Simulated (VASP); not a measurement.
Computed with HSEsol screened hybrid, VASP's PBE PAW potentials (set 64) (plane waves; VASP).

The input files of a VASP run:

**POSCAR**
```
MgO
1.0
  0.0000000000   2.1234462331   2.1234462331
  2.1234462331   0.0000000000   2.1234462331
  2.1234462331   2.1234462331   0.0000000000
Mg O
1 1
Cartesian
  0.0000000000   0.0000000000   0.0000000000
  2.1234462331   2.1234462331   2.1234462331
```

### KPOINTS
```
Automatic mesh
0
Gamma
8 8 8
0 0 0
```

### KPOINTS_OPT
```
k-points along high-symmetry lines
11
Line-mode
Reciprocal
  0.000000   0.000000   0.000000 ! GAMMA
  0.500000   0.000000   0.500000 ! X

  0.500000   0.000000   0.500000 ! X
  0.625000   0.250000   0.625000 ! U

  0.375000   0.375000   0.750000 ! K
  0.000000   0.000000   0.000000 ! GAMMA

  0.000000   0.000000   0.000000 ! GAMMA
  0.500000   0.500000   0.500000 ! L

  0.500000   0.500000   0.500000 ! L
  0.500000   0.250000   0.750000 ! W

  0.500000   0.250000   0.750000 ! W
  0.500000   0.000000   0.500000 ! X
```

INCAR:
```
LWAVE  =  .FALSE.
SIGMA  =  0.05
EDIFF  =  1E-6   # SCF stop (eV)
LASPH  =  .TRUE.   # aspherical one-centre terms
ENCUT  =  520   # plane-wave cut-off (eV)
NELM  =  60   # most electronic steps
HFSCREEN  =  0.2   # 1/Angstrom
PRECFOCK  =  Fast
PREC  =  Accurate
LCHARG  =  .FALSE.
ISYM  =  3
LREAL  =  .FALSE.
ALGO  =  Normal   # blocked Davidson
LHFCALC  =  .TRUE.
ISIF  =  2
ISMEAR  =  0
GGA  =  PS
AEXX  =  0.25
SYSTEM  =  MgO
```

POTCAR, in this order: Mg O (PBE.64 set). Program: vasp_std. Read from the step before: WAVECAR.

### Question
Predict the energy per atom (σ→0), pressure, band gap (over mesh and band path).

### Answer

| Item | Value |
|---|---|
| energy per atom (σ→0) | -7.339 eV/atom |
| band gap (over mesh and band path) | 6.13 eV |
| pressure | -8.28 GPa |

File OSZICAR:
```
...
DAV:   6    -0.146785538317E+02    0.13068E-04   -0.64107E-06   496   0.274E-02    0.215E-02
DAV:   7    -0.146785489780E+02    0.48537E-05   -0.17298E-06   264   0.193E-02    0.121E-02
DAV:   8    -0.146785472858E+02    0.16923E-05   -0.64419E-07   256   0.122E-02    0.686E-03
DAV:   9    -0.146785467071E+02    0.57863E-06   -0.19679E-07   256   0.625E-03
   1 F= -.14678547E+02 E0= -.14678547E+02  d E =-.144077E-16
       N       E                     dE             ncg
       N       E                     dE             ncg
       N       E                     dE             ncg
```

The compound is MgO in the rock salt structure. It was relaxed first. The cell's shape comes from a PBE relaxation.
